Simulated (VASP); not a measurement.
All values below come from HSE06 screened hybrid, VASP's PBE PAW potentials (set 64) (plane waves; VASP 6.6.1).

VASP input:

**POSCAR**
```
AlN
1
    1.5650905720    -2.7108163832     0.0000000000
    1.5650905720     2.7108163832     0.0000000000
    0.0000000000     0.0000000000     5.0117302543
Al N
2 2
Direct
  0.6666670000   0.3333330000   0.5000492216
  0.3333330000   0.6666670000   0.0000492216
  0.6666670000   0.3333330000   0.8819507784
  0.3333330000   0.6666670000   0.3819507784
```

### INCAR
```
SYSTEM = AlN
PREC = Accurate
ENCUT = 520
EDIFF = 1E-6
NELM = 60
ALGO = Normal
LREAL = .FALSE.
LASPH = .TRUE.
ISMEAR = 0
SIGMA = 0.05
GGA = PE
HFSCREEN = 0.2
AEXX = 0.25
LHFCALC = .TRUE.
PRECFOCK = Fast
ISYM = 3
LWAVE = .FALSE.
LCHARG = .FALSE.
ISIF = 2
```

**KPOINTS**
```
Automatic mesh
0
gamma
6 6 4
```

### KPOINTS_OPT
```
k-points along high-symmetry lines
7
Line-mode
Reciprocal
  0.000000   0.000000   0.000000 ! GAMMA
  0.000000   0.500000   0.000000 ! M

  0.000000   0.500000   0.000000 ! M
 -0.333333   0.666667   0.000000 ! K

 -0.333333   0.666667   0.000000 ! K
  0.000000   0.000000   0.000000 ! GAMMA

  0.000000   0.000000   0.000000 ! GAMMA
  0.000000   0.000000   0.500000 ! A

  0.000000   0.000000   0.500000 ! A
  0.000000   0.500000   0.500000 ! L

  0.000000   0.500000   0.500000 ! L
 -0.333333   0.666667   0.500000 ! H

 -0.333333   0.666667   0.500000 ! H
  0.000000   0.000000   0.500000 ! A

  0.000000   0.500000   0.500000 ! L
  0.000000   0.500000   0.000000 ! M

 -0.333333   0.666667   0.500000 ! H
 -0.333333   0.666667   0.000000 ! K
```

POTCAR, in this order: Al N (PBE.64 set). Program: vasp_std. Read from the step before: WAVECAR.

The resulting files:

**OSZICAR**
```
       N       E                     dE             d eps       ncg     rms          rms(c)
DAV:   1    -0.349396997283E+02   -0.34940E+02   -0.95493E-01   712   0.787E+00    0.125E+01
DAV:   2    -0.349455999335E+02   -0.59002E-02   -0.13101E-02   576   0.101E+00    0.806E+00
DAV:   3    -0.349444798525E+02    0.11201E-02   -0.30661E-04   580   0.194E-01    0.484E+00
DAV:   4    -0.349440471042E+02    0.43275E-03   -0.15214E-04   588   0.983E-02    0.285E+00
DAV:   5    -0.349439140144E+02    0.13309E-03   -0.45039E-05   604   0.548E-02    0.165E+00
DAV:   6    -0.349438683854E+02    0.45629E-04   -0.11488E-05   616   0.341E-02    0.949E-01
DAV:   7    -0.349438541841E+02    0.14201E-04   -0.39906E-06   560   0.214E-02    0.547E-01
DAV:   8    -0.349438493958E+02    0.47883E-05   -0.11923E-06   296   0.122E-02    0.321E-01
DAV:   9    -0.349438481519E+02    0.12440E-05   -0.68380E-07   276   0.912E-03    0.184E-01
DAV:  10    -0.349438478039E+02    0.34794E-06   -0.28211E-07   252   0.531E-03
   1 F= -.34943848E+02 E0= -.34943848E+02  d E =-.150553E-16
       N       E                     dE             ncg
       N       E                     dE             ncg
       N       E                     dE             ncg
```

File OUTCAR:
```
------------------------ aborting loop because EDIFF is reached ----------------------------------------
  FORCE on cell =-STRESS in cart. coord.  units (eV):
  Direction    XX          YY          ZZ          XY          YZ          ZX
  --------------------------------------------------------------------------------------
  Total       -1.4139937     -1.4139937     -1.3298683      0.0000000      0.0000000      0.0000000
  in kB      -53.2722220    -53.2722217    -50.1027970      0.0000000      0.0000000      0.0000000
  external PRESSURE =     -52.2157469 kB  Pullay stress =       0.0000000 kB
  volume of cell :       42.53
      direct lattice vectors                 reciprocal lattice vectors
     1.565090572 -2.710816383  0.000000000     0.319470329 -0.184446281  0.000000000
     1.565090572  2.710816383  0.000000000     0.319470329  0.184446281  0.000000000
     0.000000000  0.000000000  5.011730254     0.000000000  0.000000000  0.199531888
  FREE ENERGIE OF THE ION-ELECTRON SYSTEM (eV)
  ---------------------------------------------------
  free  energy   TOTEN  =       -34.9438478039 eV

  energy  without entropy=      -34.9438478039  energy(sigma->0) =      -34.94384780

  exchange ACFDT corr.  =         0.00000000  see jH, gK, PRB 81, 115126
```
(Selected blocks of OUTCAR.)

The compound is AlN in the wurtzite structure. It was relaxed first. The cell's shape comes from a PBE relaxation.
